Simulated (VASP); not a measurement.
Data:

```yaml
crystal:
  lattice:
    - [4.25828, 0.00000, 0.00000]
    - [0.00000, 4.25828, 0.00000]
    - [0.00000, 0.00000, 4.25828]
  atoms:
    - { symbol: Ba, position: [0.00000, 0.00000, 0.00000] }
    - { symbol: Zr, position: [0.50000, 0.50000, 0.50000] }
    - { symbol: O, position: [0.50000, 0.00000, 0.50000] }
    - { symbol: O, position: [0.00000, 0.50000, 0.50000] }
    - { symbol: O, position: [0.50000, 0.50000, 0.00000] }
```

Computed with PBE GGA with D4 dispersion, VASP's PBE PAW potentials (set 64) (plane waves; VASP). Run with 520 eV cut-off, 5×5×5 Γ-centred mesh, Gaussian smearing of 0.050 eV, potentials Ba_sv Zr_sv O.

Problem. Give the stress tensor in GPa (positive for a compressed cell).

Solution. 
```
-4.29   0.00   0.00
 0.00  -4.29   0.00
 0.00   0.00  -4.29
```
The pressure is its mean diagonal, -4.29 GPa.

The compound is BaZrO3 in the cubic perovskite structure. This cell is one point of a volume scan, at 1.03 of the reference volume.
